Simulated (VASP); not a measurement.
The input files of a VASP run:

INCAR:
```
LCHARG  =  .FALSE.
SIGMA  =  0.05   # width (eV)
SYSTEM  =  PbS
ISMEAR  =  0   # Gaussian
ENCUT  =  500
EDIFFG  =  -0.02   # ionic stop
PREC  =  Accurate
PSTRESS  =  200
NSW  =  40
ISIF  =  3
EDIFF  =  1E-6
LASPH  =  .TRUE.   # aspherical one-centre terms
ALGO  =  Normal
LWAVE  =  .FALSE.
LMAXMIX  =  4   # l cut-off of mixed one-centre charges
GGA  =  PS   # PBEsol
IBRION  =  2   # conjugate gradients
NELM  =  100
LREAL  =  .FALSE.
```

**POSCAR**
```
PbS
1.0
  0.0000000000   2.7473084984   2.7473084984
  2.7473084984   0.0000000000   2.7473084984
  2.7473084984   2.7473084984   0.0000000000
Pb S
1 1
Cartesian
  2.7473084984   2.7473084984   0.0000000000
  2.7473084984   2.7473084984   2.7473084984
```

**KPOINTS**
```
Automatic
0
gamma
8 8 8
```

POTCAR, in this order: Pb_d S (PBE.64 set). Program: vasp_std.

Q: Translate this PBEsol calculation to Ansatz.

A: One equivalent input (not run):
Ansatz 0.2 input:
```yaml
crystal:
  lattice:
    - [0.0000000, 2.7473085, 2.7473085]
    - [2.7473085, 0.0000000, 2.7473085]
    - [2.7473085, 2.7473085, 0.0000000]
  atoms:
    - { symbol: Pb, position: [0.0000000, 0.0000000, 1.0000000] }
    - { symbol: S, position: [0.5000000, 0.5000000, 0.5000000] }
kpoints:
  mp_grid: { grid: [8, 8, 8] }
hamiltonian:
  xc: pbesol
  pseudopotentials: { kind: paw }
scf:
  occupations: { method: gaussian, width: 0.05 }
  max_iter: 100
relax:
  max_steps: 40
  f_tol: 0.02
  cell: { p_target: 20 }
output: { forces: true, stress: true, eigenvalues: true }
```
The two are equivalent in intent, not identical: each code has its own PAW files, so the cut-off isn't converted (ENCUT is set for VASP's; basis.ecutwfc is left out, and Ansatz then takes the one that its files recommend); Ansatz stops its SCF on the density residual and VASP on the energy change (EDIFF).

The compound is PbS in the rock salt structure. It was relaxed first under an external pressure of 20 GPa.
